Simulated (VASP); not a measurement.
Here is the system:

```
CELL_PARAMETERS angstrom
      0.00000     2.39456     2.39456
      2.39456     0.00000     2.39456
      2.39456     2.39456     0.00000
ATOMIC_POSITIONS crystal
  Cd 0.00000 0.00000 0.00000
  O  0.50000 0.50000 0.50000
```

The numbers are results of PBE GGA with D3 dispersion (Becke-Johnson damping), VASP's PBE PAW potentials (set 64) (plane waves; VASP), not measurements. Numerical set-up: 520 eV cut-off, 13×13×13 Γ-centred mesh, first-order Methfessel-Paxton smearing of 0.10 eV, potentials Cd O.

**Question.** Predict the energy per atom (σ→0), pressure, band gap (on the k-mesh) with the smallest direct gap where there is one.

**Answer.** 
band gap (on the k-mesh): none (metal, semimetal or under 0.01 eV)
energy per atom (σ→0): -4142 meV/atom
pressure: -3.72 GPa

Only differences to runs with the same potentials and settings are physical.

The compound is CdO in the rock salt structure. This cell is one point of a volume scan, at 1.03 of the reference volume.
